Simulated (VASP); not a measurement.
Calculation: PBEsol GGA, VASP's PBE PAW potentials (set 64) (plane waves; VASP 6.6.1).

VASP ran on this input.

**POSCAR**
```
TaN
1
    3.1330000000     0.0000000000     0.0000000000
    0.0000000000     3.1330000000     0.0000000000
    0.0000000000     0.0000000000     3.1330000000
Ta N
1 1
Direct
  0.0000000000   0.0000000000   0.0000000000
  0.5000000000   0.5000000000   0.5000000000
```

INCAR:
```
# general
SYSTEM  = TaN
PREC    = Accurate
ENCUT   = 520
LREAL   = .False.
LASPH   = .True.

# electronic loop
EDIFF   = 1E-6
NELM    = 100
ALGO    = Normal
LMAXMIX = 6

# smearing
ISMEAR  = 1
SIGMA   = 0.1

# functional
GGA     = PS

# ions
IBRION  = 2
NSW     = 60
ISIF    = 3
EDIFFG  = -0.01

# output
LWAVE   = .False.
LCHARG  = .False.
```

File KPOINTS:
```
kpoints
0
Gamma
 11 11 11
```

POTCAR, in this order: Ta_pv N (PBE.64 set). Program: vasp_std.

The resulting files:

File OUTCAR:
```
 ion  position               nearest neighbor table
   1  0.000  0.000  0.000-
   2  0.500  0.500  0.500-
  LATTYP: Found a simple cubic cell.
 ALAT       =     3.1330000000
 Subroutine PRICEL returns:
 Original cell was already a primitive cell.
 Subroutine GETGRP returns: Found 48 space group operations
The static configuration has the point symmetry O_h .
The dynamic configuration has the point symmetry O_h .
 Subroutine INISYM returns: Found 48 space group operations
 Subroutine IBZKPT returns following result:
 Found     56 irreducible k-points:

 Following reciprocal coordinates:
            Coordinates               Weight
  0.000000  0.000000  0.000000      1.000000
  0.090909  0.000000  0.000000      6.000000
  0.181818  0.000000  0.000000      6.000000
  0.272727  0.000000  0.000000      6.000000
  0.363636  0.000000  0.000000      6.000000
  0.454545  0.000000  0.000000      6.000000
  0.090909  0.090909  0.000000     12.000000
  0.181818  0.090909  0.000000     24.000000
  0.272727  0.090909  0.000000     24.000000
...
```

File OSZICAR:
```
...
DAV:   5    -0.149713002080E+02   -0.24467E-01   -0.18185E-01  1672   0.536E+00    0.182E+00
DAV:   6    -0.149670079128E+02    0.42923E-02   -0.12247E-02  1532   0.164E+00    0.322E-01
DAV:   7    -0.149670124584E+02   -0.45456E-05   -0.33844E-04  1624   0.230E-01    0.215E-01
DAV:   8    -0.149670357789E+02   -0.23320E-04   -0.20193E-05  1592   0.785E-02    0.380E-02
DAV:   9    -0.149670333759E+02    0.24029E-05   -0.30477E-06  1492   0.258E-02    0.273E-03
DAV:  10    -0.149670333936E+02   -0.17697E-07   -0.56641E-08   712   0.337E-03
   2 F= -.14967033E+02 E0= -.14966486E+02  d E =0.453948E+01
       N       E                     dE             d eps       ncg     rms          rms(c)
DAV:   1    -0.376576253949E+02   -0.22691E+02   -0.69119E+02  1352   0.400E+02    0.530E+01
DAV:   2    -0.255054795010E+02    0.12152E+02   -0.20815E+01  1396   0.548E+01    0.260E+01
DAV:   3    -0.224693149224E+02    0.30362E+01   -0.12018E+01  1544   0.341E+01    0.637E+00
DAV:   4    -0.221499556803E+02    0.31936E+00   -0.74840E-01  1660   0.110E+01    0.153E+00
DAV:   5    -0.221582932742E+02   -0.83376E-02   -0.95351E-02  1668   0.290E+00    0.763E-01
DAV:   6    -0.221659884839E+02   -0.76952E-02   -0.13113E-02  1752   0.846E-01    0.264E-01
DAV:   7    -0.221664811492E+02   -0.49267E-03   -0.14384E-03  1720   0.440E-01    0.512E-02
DAV:   8    -0.221664679710E+02    0.13178E-04   -0.97054E-05  1608   0.920E-02    0.146E-02
DAV:   9    -0.221664677404E+02    0.23061E-06   -0.25797E-06  1384   0.183E-02
   3 F= -.22166468E+02 E0= -.22166659E+02  d E =-.265995E+01
       N       E                     dE             d eps       ncg     rms          rms(c)
DAV:   1    -0.222534868116E+02   -0.87019E-01   -0.16339E+00  1348   0.164E+01    0.230E+00
DAV:   2    -0.222174598847E+02    0.36027E-01   -0.47662E-02  1372   0.259E+00    0.905E-01
DAV:   3    -0.222073597979E+02    0.10100E-01   -0.29077E-02  1508   0.200E+00    0.212E-01
DAV:   4    -0.222074595837E+02   -0.99786E-04   -0.37090E-04  1672   0.236E-01    0.109E-01
DAV:   5    -0.222075056925E+02   -0.46109E-04   -0.83814E-05  1712   0.102E-01    0.237E-02
DAV:   6    -0.222075092950E+02   -0.36025E-05   -0.45432E-06  1684   0.227E-02    0.720E-03
DAV:   7    -0.222075090095E+02    0.28557E-06   -0.14170E-07   740   0.469E-03
   4 F= -.22207509E+02 E0= -.22207726E+02  d E =-.270099E+01
       N       E                     dE             d eps       ncg     rms          rms(c)
DAV:   1    -0.222627311046E+02   -0.55222E-01   -0.15207E+00  1344   0.160E+01    0.229E+00
DAV:   2    -0.222295431936E+02    0.33188E-01   -0.43161E-02  1376   0.250E+00    0.908E-01
DAV:   3    -0.222200817598E+02    0.94614E-02   -0.27012E-02  1504   0.195E+00    0.204E-01
DAV:   4    -0.222201827425E+02   -0.10098E-03   -0.35645E-04  1668   0.226E-01    0.889E-02
DAV:   5    -0.222202148402E+02   -0.32098E-04   -0.67982E-05  1696   0.917E-02    0.204E-02
DAV:   6    -0.222202173789E+02   -0.25387E-05   -0.29986E-06  1568   0.189E-02    0.688E-03
DAV:   7    -0.222202171431E+02    0.23580E-06   -0.94211E-08   712   0.388E-03
   5 F= -.22220217E+02 E0= -.22220342E+02  d E =-.271370E+01
       N       E                     dE             d eps       ncg     rms          rms(c)
DAV:   1    -0.222241655979E+02   -0.39482E-02   -0.19137E-01  1344   0.574E+00    0.809E-01
DAV:   2    -0.222200398478E+02    0.41258E-02   -0.53382E-03  1380   0.873E-01    0.323E-01
DAV:   3    -0.222188671099E+02    0.11727E-02   -0.33972E-03  1508   0.683E-01    0.688E-02
DAV:   4    -0.222188770587E+02   -0.99488E-05   -0.44524E-05  1684   0.776E-02    0.265E-02
DAV:   5    -0.222188779348E+02   -0.87614E-06   -0.77949E-06  1696   0.295E-02
   6 F= -.22218878E+02 E0= -.22219049E+02  d E =-.271236E+01
       N       E                     dE             d eps       ncg     rms          rms(c)
DAV:   1    -0.222191362310E+02   -0.25917E-03   -0.11389E-03  1344   0.441E-01    0.618E-02
DAV:   2    -0.222191115353E+02    0.24696E-04   -0.32165E-05  1376   0.678E-02    0.247E-02
DAV:   3    -0.222191046322E+02    0.69031E-05   -0.20095E-05  1500   0.527E-02    0.543E-03
DAV:   4    -0.222191048984E+02   -0.26618E-06   -0.22798E-07   716   0.602E-03
   7 F= -.22219105E+02 E0= -.22219273E+02  d E =-.226964E-03
       N       E                     dE             d eps       ncg     rms          rms(c)
DAV:   1    -0.222199450683E+02   -0.84044E-03   -0.10181E-02  1344   0.132E+00    0.187E-01
DAV:   2    -0.222197237715E+02    0.22130E-03   -0.28602E-04  1380   0.203E-01    0.743E-02
DAV:   3    -0.222196614620E+02    0.62310E-04   -0.18128E-04  1516   0.158E-01    0.162E-02
DAV:   4    -0.222196627577E+02   -0.12958E-05   -0.23895E-06  1628   0.182E-02    0.654E-03
DAV:   5    -0.222196633624E+02   -0.60465E-06   -0.39305E-07   756   0.711E-03
   8 F= -.22219663E+02 E0= -.22219822E+02  d E =-.785428E-03
       N       E                     dE             d eps       ncg     rms          rms(c)
DAV:   1    -0.222196754705E+02   -0.12713E-04   -0.63283E-06  1344   0.332E-02    0.483E-03
DAV:   2    -0.222196753232E+02    0.14731E-06   -0.16692E-07   672   0.500E-03
   9 F= -.22219675E+02 E0= -.22219833E+02  d E =-.119608E-04
       N       E                     dE             d eps       ncg     rms          rms(c)
DAV:   1    -0.222197118434E+02   -0.36373E-04   -0.55942E-05  1344   0.983E-02    0.143E-02
DAV:   2    -0.222197104965E+02    0.13469E-05   -0.16416E-06   756   0.157E-02    0.533E-03
DAV:   3    -0.222197101684E+02    0.32813E-06   -0.11346E-06   772   0.123E-02
  10 F= -.22219710E+02 E0= -.22219867E+02  d E =-.468060E-04
       N       E                     dE             d eps       ncg     rms          rms(c)
DAV:   1    -0.222197833950E+02   -0.72898E-04   -0.24159E-04  1344   0.203E-01    0.291E-02
DAV:   2    -0.222197780502E+02    0.53448E-05   -0.68937E-06  1384   0.314E-02    0.115E-02
DAV:   3    -0.222197766278E+02    0.14223E-05   -0.43639E-06  1480   0.246E-02    0.253E-03
DAV:   4    -0.222197767394E+02   -0.11159E-06   -0.50853E-08   672   0.285E-03
  11 F= -.22219777E+02 E0= -.22219932E+02  d E =-.113377E-03
       N       E                     dE             d eps       ncg     rms          rms(c)
DAV:   1    -0.222199231390E+02   -0.14651E-03   -0.96765E-04  1344   0.407E-01    0.577E-02
DAV:   2    -0.222199020570E+02    0.21082E-04   -0.27141E-05  1384   0.624E-02    0.229E-02
DAV:   3    -0.222198962276E+02    0.58294E-05   -0.17248E-05  1516   0.489E-02    0.500E-03
DAV:   4    -0.222198964846E+02   -0.25698E-06   -0.20001E-07   712   0.560E-03
  12 F= -.22219896E+02 E0= -.22220049E+02  d E =-.233122E-03
       N       E                     dE             d eps       ncg     rms          rms(c)
DAV:   1    -0.222201897266E+02   -0.29350E-03   -0.38715E-03  1344   0.815E-01    0.116E-01
DAV:   2    -0.222201055536E+02    0.84173E-04   -0.10845E-04  1388   0.125E-01    0.460E-02
DAV:   3    -0.222200819531E+02    0.23601E-04   -0.68969E-05  1520   0.978E-02    0.100E-02
DAV:   4    -0.222200825979E+02   -0.64482E-06   -0.82148E-07  1108   0.112E-02
  13 F= -.22220083E+02 E0= -.22220229E+02  d E =-.419235E-03
       N       E                     dE             d eps       ncg     rms          rms(c)
DAV:   1    -0.222206700805E+02   -0.58813E-03   -0.15488E-02  1344   0.163E+00    0.232E-01
DAV:   2    -0.222203337246E+02    0.33636E-03   -0.43319E-04  1388   0.250E-01    0.923E-02
DAV:   3    -0.222202386625E+02    0.95062E-04   -0.27581E-04  1512   0.196E-01    0.200E-02
DAV:   4    -0.222202405080E+02   -0.18455E-05   -0.37018E-06  1656   0.224E-02    0.771E-03
DAV:   5    -0.222202412592E+02   -0.75129E-06   -0.58304E-07   844   0.856E-03
  14 F= -.22220241E+02 E0= -.22220373E+02  d E =-.577897E-03
```

File OUTCAR:
```
------------------------ aborting loop because EDIFF is reached ----------------------------------------
  FORCE on cell =-STRESS in cart. coord.  units (eV):
  Direction    XX          YY          ZZ          XY          YZ          ZX
  --------------------------------------------------------------------------------------
  Total       -0.0064261     -0.0064261     -0.0064261      0.0000000      0.0000000     -0.0000000
  in kB       -0.5092072     -0.5092072     -0.5092072      0.0000000      0.0000000     -0.0000000
  external PRESSURE =      -0.5092072 kB  Pullay stress =       0.0000000 kB
  volume of cell :       20.22
      direct lattice vectors                 reciprocal lattice vectors
     2.724298293  0.000000000 -0.000000000     0.367066999 -0.000000000 -0.000000000
     0.000000000  2.724298293  0.000000000    -0.000000000  0.367066999 -0.000000000
     0.000000000  0.000000000  2.724298293     0.000000000 -0.000000000  0.367066999
 POSITION                                       TOTAL-FORCE (eV/Angst)
 -----------------------------------------------------------------------------------
      2.72430      0.00000      2.72430        -0.000000      0.000000      0.000000
      1.36215      1.36215      1.36215         0.000000     -0.000000      0.000000
 -----------------------------------------------------------------------------------
    total drift:                                0.000000      0.000000     -0.000000
  FREE ENERGIE OF THE ION-ELECTRON SYSTEM (eV)
  ---------------------------------------------------
  free  energy   TOTEN  =       -22.2202412592 eV

  energy  without entropy=      -22.2206372613  energy(sigma->0) =      -22.22037326

 reached required accuracy - stopping structural energy minimisation
```
(Selected blocks of OUTCAR.)

File CONTCAR:
```
TaN
   1.00000000000000
     2.7242982928709720    0.0000000000000000   -0.0000000000000000
     0.0000000000000000    2.7242982928709720    0.0000000000000000
     0.0000000000000000    0.0000000000000000    2.7242982928709720
  Ta              N
     1     1
Direct
     1.0000000000000000    0.0000000000000000    1.0000000000000000
     0.5000000000000000    0.5000000000000000    0.5000000000000000
```

Energy and stress use the plane-wave basis of the starting cell.

The structure was generated: TaN was put into the CsCl type type (Pm-3m), which need not be its known phase. This run relaxes it. Symmetry was kept, so distortions that lower it aren't found.
